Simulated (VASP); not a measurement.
In (bct): the bulk modulus from VASP (plane waves, PAW) at several levels of theory. Static lattice, third-order Birch-Murnaghan fit over five volumes.

| level | bulk modulus (GPa) | error against measurement |
|---|---|---|
| LDA | 50.7 | +13.5 % |
| PBE | 35.1 | -21.4 % |
| PBEsol | 45.5 | +1.7 % |
| PW91 | 35.5 | -20.6 % |
| optB86b-vdW | 39.0 | -12.7 % |
| vdW-DF-cx | 43.0 | -3.9 % |
| r2SCAN | 43.0 | -3.9 % |

Measured: 44.7 GPa at 0 K (as given by K. Lejaeghere et al., Critical reviews in solid state and materials sciences/CRC critical reviews in solid state and materials sciences (2013), arXiv:1204.2733; extrapolated to 0 K and zero-point effects removed (source: thermally corrected experimental values)).

The cell of the LDA run:

Space group I4/mmm (No. 139); a = b = 3.1486 Å, c = 4.9685 Å, α = β = γ = 90.00°

```
atom  site  symmetry       x       y       z
----  ----  --------  ------  ------  ------
In      2a     4/mmm  0.0000  0.0000  0.0000
```
(The calculation used a cell of 1 atom; values per cell refer to that cell.)

Only levels that ran to the end are used. Left out are those held back, those with too coarse a band path, GW runs whose mesh misses a band edge, hybrids' fits of cells that aren't cubic and levels without matching references; a question may draw on a part of the rest.

The compound is In in the bct structure.
